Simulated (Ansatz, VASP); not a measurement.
## Cross-check of OsBr2 between VASP and Ansatz

Aim: how closely do two programs agree when they are given the same cell, functional and k mesh? The structure shown is the start of the Ansatz relaxation below; VASP solves that cell, so the two are compared at the walk's first step.

Program: Ansatz 0.2.0. Level of theory: plane waves, with VASP 6.6.1 beside it; single point at LDA. Results are calculated unless marked as measured.

## Step 1: Set-up

The cell holds 3 atoms: 1 Os and 2 Br. Its edges and angles: a = 3.836 Å, b = 3.836 Å, c = 30.253 Å, α = 90.0°, β = 90.0°, γ = 120.0°. Vacuum lies along c. The height across the vacuum is the one that the program set for its solve, not the one typed.

## Step 2: Ansatz: relaxation, LDA

Ansatz runs on its default PAW (the set named soft_2) files.

The two programs are compared at the cell with which this relaxation starts, whose forces are those of its first step.

File input.yaml:

```yaml
crystal:
  lattice:
    - [3.836, 0.0, 0.0]
    - [-1.918, 3.3220734489, 0.0]
    - [0.0, 0.0, 19.2265366365]
  atoms:
    - { symbol: Os, position: [0.0, 0.0, 0.5] }
    - { symbol: Br, position: [0.3333333333, 0.6666666667, 0.5839084204] }
    - { symbol: Br, position: [0.6666666667, 0.3333333333, 0.4160915796] }
  periodic: [true, true, false]
kpoints:
  mp_grid: { grid: [6, 6, 1] }
hamiltonian:
  xc: lda
scf:
  occupations: { method: fermi_dirac, width: 0.02 }
relax:
  f_tol: 0.01
  max_steps: 80
  cell: {}
```

On the command line:

```console
> ansatz run input.yaml --threads 4 --pin off --max-ram 14745MiB --backend cpu --events-out ev --progress --plain --runs-dir out
```

Numbers of over 12 decimals in the logs are rounded to 6 here.

Output:

```text
Warning: crystal.periodic: the lattice vector that does not repeat stood 0.000° off the slab's normal, 19.227 Å along it as the deck builds it. The run solves the slab on a vector along the normal, 30.253 Å long, with every atom where it was (on the deck's vector they left 16.00 Å outside them, and the widest stretch free of ions among them is 1.61 Å). A fractional position that the run reports is one of the run's ce [...]
crystal.periodic: the lattice vector that does not repeat stood 0.000° off the slab's normal, 19.227 Å along it as the deck builds it. The run solves the slab on a vector along the normal, 30.253 Å long, with every atom where it was (on the deck's vector they left 16.00 Å outside them, and the widest stretch free of ions among them is 1.61 Å). A fractional position that the run reports is one of the run's cell, which [...]
Engine: ansatz 0.2.0, aarch64-unknown-linux-gnu
Pseudopotentials: kind: paw
Pseudopotential: Os, paw, valence charge 16, recommended cutoff 420 eV (normal), Os.paw.azcp
Pseudopotential: Br, paw, valence charge 7, recommended cutoff 420 eV (normal), Br.paw.azcp
Functional definition: SPW92
  exchange = slater_x
  correlation = pw_c
Crystal: 3 atoms, lattice volume = 385.529 Å³
Basis set: ecut = 420 eV, 7529 PW (Γ)
Bands: 19, of which v1, the nominal top of the filled ones, is band 15 counted from 1 (14 counted from 0)
Symmetry: 12 space group operations
Space group: P-3m1 (ITA 164), of the structure as read, at distance tolerance 7.3e-5 Å
k-points: 7 of 36
Non-local potential: Os, projectors of the file, l = 0: 3, l = 1: 2, l = 2: 2, l = 3: 1
Non-local potential: Br, projectors of the file, l = 0: 2, l = 1: 2, l = 2: 2
PAW form: soft (Blöchl's): semilocal exchange-correlation on the pseudo side does not see the compensation charge
PAW frozen core: Os, regenerated for the run's functional, and the local potential with it (the file was generated under x = pbe(κ = 0.804, μ = 0.219515), c = pbe(β = 0.066725))
PAW frozen core: Br, regenerated for the run's functional, and the local potential with it (the file was generated under x = pbe(κ = 0.804, μ = 0.219515), c = pbe(β = 0.066725))
PAW one-centre angular grid: Os, 590 points (default); XC on 64 Gauss nodes
PAW one-centre angular grid: Br, 110 points (default); XC on 64 Gauss nodes
Initial density: superposition of atomic densities (neutral atoms: chi_scale 0, normalization atom), corrected by the library's trained network
Initial wavefunctions: pseudopotential atomic-orbital guess
Functional: x = slater, c = lda
SCF iter   1: F=—  HF=-16503.457526 eV  |F-HF|=—  |Δ(HF+E_count)|=         —  Δρ=3.86e-3  dr2=8.87e-2  ethr=1.77e-3  ⟨swp⟩=15.3  Hψ=1229  notcnv=0
preconditioner: auto → none  [insulator: Δε(μ)=0.490 eV  Ē_g=7.938 eV  σ=0.020 eV  W_gap=1.00  n_scr=16 (ndim 8)  ℏωp=8.9 eV  f_vac=0.767  D(μ)=0.00/eV (n_scr^D=0)  ε∞_Penn≈2.2]
[...]
Basis set: ecut = 420 eV, 7325 PW (Γ)
iter 1 solved again at ethr=3.14e-4 eV; its pass at ethr=3.10e-3 eV (dr2=9.41e-2 eV) is discarded
SCF iter   1: F=—  HF=-16505.066056 eV  |F-HF|=—  |Δ(HF+E_count)|=         —  Δρ=6.25e-3  dr2=9.95e-2  ethr=3.14e-4  ⟨swp⟩=2.4  Hψ=1172  notcnv=0
preconditioner: auto → none  [insulator: Δε(μ)=1.454 eV  Ē_g=9.497 eV  σ=0.020 eV  W_gap=1.00  n_scr=16 (ndim 8)  ℏωp=9.0 eV  f_vac=0.793  D(μ)=0.00/eV (n_scr^D=0)  ε∞_Penn≈1.9]
SCF iter   2: F=—  HF=-16505.045922 eV  |F-HF|=—  |Δ(HF+E_count)|=   2.01e-2  Δρ=3.13e-3  dr2=4.18e-2  ethr=3.14e-4  ⟨swp⟩=2.3  Hψ=245  notcnv=0
SCF iter   3: F=—  HF=-16505.040164 eV  |F-HF|=—  |Δ(HF+E_count)|=   5.76e-3  Δρ=1.98e-3  dr2=1.99e-2  ethr=1.39e-4  ⟨swp⟩=3.9  Hψ=372  notcnv=0
SCF iter   4: F=—  HF=-16505.036268 eV  |F-HF|=—  |Δ(HF+E_count)|=   3.90e-3  Δρ=7.52e-4  dr2=1.61e-3  ethr=6.62e-5  ⟨swp⟩=2.7  Hψ=208  notcnv=0
SCF iter   5: F=—  HF=-16505.036009 eV  |F-HF|=—  |Δ(HF+E_count)|=   2.58e-4  Δρ=1.55e-4  dr2=4.17e-5  ethr=5.35e-6  ⟨swp⟩=3.6  Hψ=268  notcnv=0
SCF iter   6: F=—  HF=-16505.036139 eV  |F-HF|=—  |Δ(HF+E_count)|=   1.30e-4  Δρ=3.35e-5  dr2=2.51e-6  ethr=1.39e-7  ⟨swp⟩=2.7  Hψ=272  notcnv=0
SCF iter   7: F=-16505.036139 eV  HF=-16505.036139 eV  |F-HF|=2.97e-9  |Δ(HF+E_count)|=   2.27e-7  Δρ=4.62e-6  dr2=3.64e-8  ethr=1.00e-9  ⟨swp⟩=5.6  Hψ=835  notcnv=0
SCF 3 converged in 7 iterations: F = -16505.036139 eV  dr2 = 3.64e-8
relax step   3: F+E_penalty+E_count = -16505.03613920 eV  Δ(F+E_penalty+E_count) = -4.797e-1 eV  max|allowed force component| = 1.008e-2 eV/Å  Δτ_max = 0.1950 Å  P = -0.483 N/m  Ω = 372.358 Å³  energy of the carried Pulay correction = +4.783e-4 eV  fix = [c, alpha, beta]  reactions: c -0.000 N/m  (7 SCF iters, dr2 threshold 3.00e-7 eV, accepted)
[...]
relax step   4: F+E_penalty+E_count = -16505.03812416 eV  Δ(F+E_penalty+E_count) = -1.985e-3 eV  max|allowed force component| = 1.135e-2 eV/Å  Δτ_max = 0.0085 Å  P = -0.016 N/m  Ω = 369.102 Å³  energy of the carried Pulay correction = +5.992e-4 eV  fix = [c, alpha, beta]  reactions: c -0.000 N/m  (5 SCF iters, dr2 threshold 3.00e-7 eV, accepted)
[...]
relax step   5: F+E_penalty+E_count = -16505.03816065 eV  Δ(F+E_penalty+E_count) = -3.649e-5 eV  max|allowed force component| = 3.285e-3 eV/Å  Δτ_max = 0.0020 Å  P = -0.009 N/m  Ω = 368.786 Å³  energy of the carried Pulay correction = +6.110e-4 eV  fix = [c, alpha, beta]  reactions: c -0.000 N/m  (6 SCF iters, dr2 threshold 8.04e-9 eV, accepted)
[...]
relax step   6: F+E_penalty+E_count = -16505.03737745 eV  Δ(F+E_penalty+E_count) = +7.832e-4 eV  max|allowed force component| = 3.123e-3 eV/Å  Δτ_max = 0.0000 Å  P = -0.003 N/m  Ω = 368.786 Å³  fix = [c, alpha, beta]  reactions: c -0.000 N/m  stress off target by 2.68e-3 N/m on what of the cell is left free  SCF on the basis re-selected at this cell (its energy is not comparable with the rows above)  (7 SCF iters)
basis re-selected at this cell: Δ(F+E_penalty+E_count) = +7.832e-4 eV, ΔP = +0.006 N/m vs the last step (what re-selecting the basis moved, of the pressure what is left beyond the Pulay correction that the steps carried, after the strain that the cell walked since its last selection, with what the two solves' SCF thresholds leave and, on support functions, any second-order correction that the steps lacked; it is no m [...]
SCF converged after 7 iterations
Free energy (F): -16505.037377 eV
Harris-Foulkes:  -16505.037377 eV  (|F-HF|=1.46e-11)
Internal energy: -16505.037377 eV  (E = F + TS)
E sigma→0 (E₀):  -16505.037377 eV
Fermi energy:    -3.842002 eV
--- Per-component energies (eV) ---
  E_band       = -711.734076
  E_kinetic    = 838.968986
  E_local      = -44805.904315  (includes V_loc(G=0)·N_el)
  E_nonlocal   = 148.300776
  E_hartree    = 21921.456288
  E_xc         = -787.969575
  E_vxc        = -494.372108  (∫ρ·V_xc dr)
  E_paw        = -13070.388874  (= ΣΔE_a)
  E_vpaw       = -241.639906  (= ΣTr[D̂ρ^β])
  E_aug_tail   = -0.000071  (compensation charges beyond the density's cutoff)
  E_ewald      = 19249.723650
  E_core_change = 0.775757  (= ΣΔE_core)
  E_smearing   = -0.000000  (= −TS)
  E_closure    = 0.000000  (closes the sum)
  Σ components = -16505.037377   (vs F -16505.037377, Δ=0.00e0)
--- Forces (eV/Å), atoms counted from 1 ---
  atom   1  Os     0.00000000     0.00000000     0.00000000
  atom   2  Br    -0.00000000    -0.00000000    -0.00312268
  atom   3  Br     0.00000000     0.00000000     0.00312268
  max |Σ_I F_I| component: 9.25e-18 eV/Å
--- 2D stress c σ (N/m, compression-positive) ---
       -0.002676      -0.000000       0.000000
       -0.000000      -0.002676      -0.000000
        0.000000      -0.000000      -0.000000
  P = ½ c Tr σ = -0.0027 N/m
--- Relaxed structure (5 steps of the walk, 5 accepted, 1 SCFs on fresh bases) ---
  F+E_penalty+E_count = -16505.03737745 eV   max|allowed force component| = 3.123e-3 eV/Å   (the final SCF, on the basis selected at the relaxed cell)
  cell:  # Å, volume = 368.7856 Å³
    - [3.751776, 0.0, 0]
    - [-1.875888, 3.249133, 0]
    - [0, 0, 30.253073]
  atoms:
    - { symbol: Os, position: [0, 0, 0.317762] }
    - { symbol: Br, position: [0.333333, 0.666667, 0.358429] }
    - { symbol: Br, position: [0.666667, 0.333333, 0.277094] }
```

In the SCF lines HF is the Harris–Foulkes energy and dr2 the Hartree energy of the density residual, in eV; the loop may stop once dr2 is under the threshold and the program's other checks hold. Hψ counts applications of the Hamiltonian.

## Step 3: VASP: single point, LDA, start cell

The same cell, functional (in two slightly different forms), mesh and smearing now go to VASP, with its own data sets.

Lines of VASP's logs that name or quote its potential files are left out, and so is its time.

File INCAR:

```
SYSTEM = OsBr2
PREC = Accurate
ENCUT = 520
EDIFF = 1E-06
NELM = 120
ISMEAR = -1
SIGMA = 0.02
LREAL = .FALSE.
ALGO = Normal
GGA = PW92
NBANDS = 17
LASPH = .TRUE.
LORBIT = 11
LWAVE = .FALSE.
LCHARG = .FALSE.
ISIF = 2
LDIPOL = .TRUE.
IDIPOL = 3
DIPOL = 0.5 0.5 0.318
LVHAR = .TRUE.
GGA_COMPAT = .FALSE.
EFERMI = MIDGAP
NELMDL = -8
```

File POSCAR:

```
OsBr2
1.0
    3.8360000000      0.0000000000      0.0000000000
   -1.9180000000      3.3220730000      0.0000000000
    0.0000000000      0.0000000000     30.2530730000
Os Br
1 2
Direct
    0.0000000000      0.0000000000      0.3177617031
    0.3333333333      0.6666666667      0.3710874760
    0.6666666667      0.3333333333      0.2644359302
```

File KPOINTS:

```
Automatic mesh
0
Gamma
6 6 1
0 0 0
```

PAW data sets: Os and Br (LDA family, release 64).

On the command line:

```console
> mpirun -np 1 vasp_std
```

Output:

```text
[banner, memory and clock lines left out]
running    1 mpi-ranks, on    1 nodes
 distrk:  each k-point on    1 cores,    1 groups
 distr:  one band on    1 cores,    1 groups

 POSCAR found type information on POSCAR OsBr
 POSCAR found :  2 types and       3 ions
|                                                                             |
|               ----> ADVICE to this user running VASP <----                  |
|                                                                             |
|     You enforced a specific xc type in the INCAR file but a different       |
|     [... a line on the potential file left out ...]
|     I HOPE YOU KNOW WHAT YOU ARE DOING!                                     |
|                                                                             |

 LDA part: xc-table for (Slater(with rela. corr.)+PW92), standard interpolation
 POSCAR, INCAR and KPOINTS ok, starting setup
 FFT: planning ... GRIDC
 FFT: planning ... GRID_SOFT
 FFT: planning ... GRID
 WAVECAR not read
 entering main loop
       N       E                     dE             d eps       ncg     rms          rms(c)
DAV:   1     0.169985490289E+03    0.16999E+03   -0.63836E+03   238   0.879E+02
DAV:   2     0.139975626835E+02   -0.15599E+03   -0.15179E+03   406   0.160E+02
DAV:   3    -0.140267510777E+02   -0.28024E+02   -0.27420E+02   330   0.827E+01
DAV:   4    -0.147128975003E+02   -0.68615E+00   -0.68518E+00   291   0.169E+01
DAV:   5    -0.147229817062E+02   -0.10084E-01   -0.10082E-01   316   0.174E+00
DAV:   6    -0.147231426381E+02   -0.16093E-03   -0.16093E-03   316   0.231E-01
DAV:   7    -0.147231472775E+02   -0.46394E-05   -0.46394E-05   332   0.353E-02
DAV:   8    -0.147231474269E+02   -0.14945E-06   -0.14932E-06   307   0.640E-03    0.116E+01
DAV:   9    -0.143471530532E+02    0.37599E+00   -0.48125E-01   359   0.434E+00    0.564E+00
DAV:  10    -0.142930296159E+02    0.54123E-01   -0.21973E-01   280   0.311E+00    0.197E+00
DAV:  11    -0.142756859070E+02    0.17344E-01   -0.48653E-02   297   0.200E+00    0.448E-01
DAV:  12    -0.142738949558E+02    0.17910E-02   -0.80472E-03   310   0.511E-01    0.198E-01
DAV:  13    -0.142734302398E+02    0.46472E-03   -0.24011E-03   304   0.346E-01    0.627E-02
DAV:  14    -0.142736022111E+02   -0.17197E-03   -0.11375E-04   288   0.675E-02    0.378E-02
[...]
DAV:  19    -0.142744875965E+02   -0.67914E-04   -0.30668E-06   268   0.742E-03    0.303E-03
DAV:  20    -0.142745265974E+02   -0.39001E-04   -0.13526E-06   253   0.424E-03    0.212E-03
DAV:  21    -0.142745404377E+02   -0.13840E-04   -0.49580E-07   245   0.278E-03    0.173E-03
DAV:  22    -0.142745478082E+02   -0.73704E-05   -0.33695E-07   236   0.216E-03    0.108E-03
DAV:  23    -0.142745503981E+02   -0.25900E-05   -0.57568E-08   248   0.108E-03    0.391E-04
DAV:  24    -0.142745517926E+02   -0.13944E-05   -0.20307E-08   247   0.749E-04    0.152E-04
DAV:  25    -0.142745533313E+02   -0.15388E-05   -0.31867E-08   237   0.607E-04    0.275E-04
DAV:  26    -0.142745534683E+02   -0.13695E-06   -0.14209E-09   257   0.285E-04
   1 F= -.14274553E+02 E0= -.14274552E+02  d E =-.228368E-05
```

Parts of OUTCAR (step 3):

```text
ion  position               nearest neighbor table
   1  0.000  0.000  0.318-   3 2.74   2 2.74   3 2.74   2 2.74   3 2.74   2 2.74
   2  0.333  0.667  0.371-   1 2.74   1 2.74   1 2.74
   3  0.667  0.333  0.264-   1 2.74   1 2.74   1 2.74

  LATTYP: Found a hexagonal cell.
 ALAT       =     3.8360000000
 C/A-ratio  =     7.8866196559

 Subroutine GETGRP returns: Found 12 space group operations
 (whereof  6 operations were pure point group operations)

The static configuration has the point symmetry C_3v.
 The point group associated with its full space group is D_3d.

 Found      7 irreducible k-points:

   k-points           NKPTS =      7   k-points in BZ     NKDIM =      7   number of bands    NBANDS=     17

   dimension x,y,z NGX =    30 NGY =   30 NGZ =  240
   dimension x,y,z NGXF=    60 NGYF=   60 NGZF=  480

   ENCUT  =  520.0 eV  38.22 Ry    6.18 a.u.   7.13  7.13 56.25*2*pi/ulx,y,z

   NELECT =      22.0000    total number of electrons

 k-points in reciprocal lattice and weights: Automatic mesh
   0.00000000  0.00000000  0.00000000       0.028
   0.16666667  0.00000000  0.00000000       0.167
   0.33333333  0.00000000  0.00000000       0.167
   0.50000000  0.00000000  0.00000000       0.083
   0.16666667  0.16666667  0.00000000       0.167
   0.33333333  0.16666667  0.00000000       0.333
   0.33333333  0.33333333  0.00000000       0.056

 dipolmoment           0.000000      0.000000      0.000004 electrons x Angstroem

 average (electrostatic) potential at core
       1 -54.7096       2 -76.0787       3 -76.0787

 E-fermi :  -2.6546

 k-point     1 :       0.0000    0.0000    0.0000
  band No.  band energies     occupation
    ...
      7      -5.8323      2.00000
      8      -5.8323      2.00000
      9      -3.8593      2.00000
     10      -3.8593      2.00000
     11      -3.8157      2.00000
     12      -2.0577      0.00000
     13      -2.0577      0.00000
     14      -1.2628      0.00000
     15       0.6471      0.00000
     16       1.4155      0.00000
    ...

 k-point     2 :       0.1667    0.0000    0.0000
  band No.  band energies     occupation
    ...
      7      -6.3892      2.00000
      8      -6.1691      2.00000
      9      -3.9825      2.00000
     10      -3.4821      2.00000
     11      -3.3613      2.00000
     12      -2.4301      0.00003
     13      -2.1190      0.00000
     14      -0.4359      0.00000
     15       1.3915      0.00000
     16       1.7386      0.00000
    ...

 k-point     3 :       0.3333    0.0000    0.0000
  band No.  band energies     occupation
    ...
      7      -6.7487      2.00000
      8      -6.5352      2.00000
      9      -4.2470      2.00000
     10      -3.0706      2.00000
     11      -2.9769      2.00000
     12      -2.0900      0.00000
     13      -2.0505      0.00000
     14       0.0819      0.00000
     15       1.4320      0.00000
     16       2.5419      0.00000
    ...

  Total       -6.6957369     -6.6957351     -9.6687662     -0.0000000      0.0000000     -0.0000000
  in kB      -27.8260587    -27.8260511    -40.1813365     -0.0000000      0.0000000     -0.0000000
  external PRESSURE =     -31.9444821 kB  Pullay stress =       0.0000000 kB

  energy-cutoff  :      520.00
  volume of cell :      385.53
      direct lattice vectors                 reciprocal lattice vectors
     3.836000000  0.000000000  0.000000000     0.260688217  0.150508433  0.000000000
    -1.918000000  3.322073000  0.000000000     0.000000000  0.301016865  0.000000000
     0.000000000  0.000000000 30.253073000     0.000000000  0.000000000  0.033054493

 POSITION                                       TOTAL-FORCE (eV/Angst)
 -----------------------------------------------------------------------------------
      0.00000      0.00000      9.61327        -0.000000      0.000000      0.000000
     -0.00000      2.21472     11.22654         0.000000      0.000000     -2.989544
      1.91800      1.10736      8.00000        -0.000000      0.000000      2.989544
 -----------------------------------------------------------------------------------
    total drift:                                0.000000      0.000000      0.000040

  FREE ENERGIE OF THE ION-ELECTRON SYSTEM (eV)
  ---------------------------------------------------
  free  energy   TOTEN  =       -14.2745534683 eV

  energy  without entropy=      -14.2745511846  energy(sigma->0) =      -14.27455233

 vacuum level on the upper side and lower side of the slab         1.588         1.588

 total charge
# of ion       s       p       d       tot
------------------------------------------
    1        0.368   0.266   6.172   6.807
    2        1.613   3.103   0.037   4.753
    3        1.613   3.103   0.037   4.753
--------------------------------------------------
tot          3.594   6.472   6.247  16.312

[... 3 further parts left out ...]
```

This run has no spin polarisation, so a moment on Os, if there is one, isn't seen. The gap is read on the k-mesh alone, so it is an upper bound where the band edges lie off the mesh.

## Step 4: Side by side

Known differences besides the potentials themselves: Ansatz cuts the interaction across the vacuum, VASP repeats the sheet with a dipole correction; the data sets hold 30 valence electrons in Ansatz (on its default PAW (the set named soft_2) files) and 22 in VASP; the cutoff is 420 eV in Ansatz and 520 eV in VASP; VASP's log shows a relativistic correction to its local exchange, Ansatz's none. Total energies have different zeros and are not compared.

Forces (eV/Å; atoms numbered as in POSCAR):

```tsv
atom	Ansatz x, y, z	VASP x, y, z
Os1	0.000, 0.000, 0.000	0.000, 0.000, 0.000
Br2	0.000, 0.000, -3.015	0.000, 0.000, -2.990
Br3	0.000, 0.000, 3.015	0.000, 0.000, 2.990
```

The forces differ by 12 meV/Å r.m.s., which is 0.9 % of the r.m.s. force of 1.409 eV/Å (both taken over all components). With vacuum in the cell, a pressure given here is an average over mostly empty space and none of the material.

## Step 5: Summary of results

| Item | Value |
| --- | --- |
| r.m.s. force difference (single point, LDA, start cell) | 0.86 % of the r.m.s. force |

In words: The r.m.s. force difference is 0.86 % of the r.m.s. force (single point, LDA, start cell), within the 3 % picked in this series as the mark of a large difference. The data sets hold unlike numbers of valence electrons (30 in Ansatz and 22 in VASP), so part of the differences comes from the potentials. How closely two codes agree says nothing of how well the functional describes the real material.

[Lines on the potential files, build, host, timing and source positions are cut from VASP's logs without a mark.]

[Logs are printed without paths, hosts, clocks, repeated set-up lines and the standing remarks that a program may print on its own settings, such as how far it seeks lower states.]

[Hosts, paths, dates, database ids (printed as entryN), source tags and the programs' standing remarks are cut or masked in the printed files.]
